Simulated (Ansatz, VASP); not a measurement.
ZnHgO2 in VASP and in Ansatz

```
CELL_PARAMETERS angstrom
3.32639 0.00000 0.00000
0.00000 3.32639 0.00000
0.00000 0.00000 5.19307
ATOMIC_POSITIONS crystal
Zn 0.00000 0.00000 0.00000
O 0.00000 0.50000 0.20343
O 0.50000 0.00000 0.79657
Hg 0.50000 0.50000 0.50000
```

Alike in both runs: task single point; functional PBE; k mesh 2 × 2 × 2; occupations fermi-dirac, width 0.02 eV; no spin polarisation.

|  | VASP | Ansatz |
| --- | --- | --- |
| version | VASP 6.6.1 | Ansatz 0.2.0 |
| potentials or method | VASP PAW PBE potentials, release 64 (Zn, O, Hg) | plane waves |
| plane-wave cutoff (eV) | 520 | 420 |
| valence electrons in the cell | 36 | 44 |

```csv
,VASP,Ansatz,Ansatz less VASP
pressure (GPa),6.3,5.2,-1.13
largest component of the traceless stress (GPa),3.68,3.83,+0.144
rms of the force components (eV/Å),0.029,0.045,+0.0156
```

The two sets of potentials don't hold the same shells in valence.

Caveats: the k mesh is coarse (spacing up to 0.94 Å⁻¹), so the values aren't converged. The runs have no spin-orbit coupling, so splittings on Hg are missing.
